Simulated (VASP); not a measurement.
Given:

```
CELL_PARAMETERS angstrom
      0.00000     2.11629     2.11629
      2.11629     0.00000     2.11629
      2.11629     2.11629     0.00000
ATOMIC_POSITIONS crystal
  N  0.00000 0.00000 0.00000
  Ta 0.50000 0.50000 0.50000
```

All values below come from PBE GGA, VASP's PBE PAW potentials (set 64) (plane waves; VASP). Run with 500 eV cut-off, 10×10×10 Γ-centred mesh, Gaussian smearing of 0.050 eV, potentials N Ta_pv.

Energy and stress use the plane-wave basis of the starting cell.

**Question.** The ions, cell shape and volume are relaxed. Predict the relaxed structure.

**Answer.** 
```
CELL_PARAMETERS angstrom
      0.00000     2.20872     2.20872
      2.20872     0.00000     2.20872
      2.20872     2.20872     0.00000
ATOMIC_POSITIONS crystal
  N  0.00000 0.00000 0.00000
  Ta 0.50000 0.50000 0.50000
```
Space group Fm-3m (225), at a tolerance of 0.03 Å.

**Question.** How do energy and volume change from the first to the last step?

**Answer.** The energy (σ→0) changes by -207.1 meV/atom and the volume by +13.7 %, in 5 ionic steps.

The structure was generated: TaN was put into the rocksalt type (Fm-3m), which need not be its known phase. This run relaxes it. Symmetry was kept, so distortions that lower it aren't found. VASP warned that the highest band is occupied, so more bands are needed.
